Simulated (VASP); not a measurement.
Level of theory: PBEsol GGA, VASP's PBE PAW potentials (set 64) (plane waves; VASP 6.6.1).

The input files of a VASP run:

### INCAR
```
SYSTEM = AlN
PREC = Accurate
ENCUT = 620
EDIFF = 1E-6
NELM = 100
ALGO = Normal
LREAL = .FALSE.
LASPH = .TRUE.
ISMEAR = 0
SIGMA = 0.05
GGA = PS
LWAVE = .FALSE.
LCHARG = .FALSE.
IBRION = 2
ISIF = 3
NSW = 40
EDIFFG = -0.02
PSTRESS = 300
```

### KPOINTS
```
Regular mesh
0
Gamma
  11 11 11
```

POSCAR:
```
AlN
1
    0.0000000000     2.1281858892     2.1281858892
    2.1281858892     0.0000000000     2.1281858892
    2.1281858892     2.1281858892     0.0000000000
Al N
1 1
Direct
  0.0000000000   0.0000000000   0.0000000000
  0.2500000000   0.2500000000   0.2500000000
```

POTCAR, in this order: Al N (PBE.64 set). Program: vasp_std.

Problem. What will the output report for the number of irreducible k-points (NKPTS), largest plane-wave count, number of space-group operations, FFT grid (NGX, NGY, NGZ)?

Solution. 
The number of irreducible k-points (NKPTS) comes out as 56, the largest plane-wave count is 690 and the number of space-group operations is 24. The FFT grid (NGX, NGY, NGZ) is 24 × 24 × 24.

The structure was generated: AlN was put into the zinc blende type (F-43m), which need not be its known phase. This run relaxes it under an external pressure of 30 GPa. Symmetry was kept, so distortions that lower it aren't found.
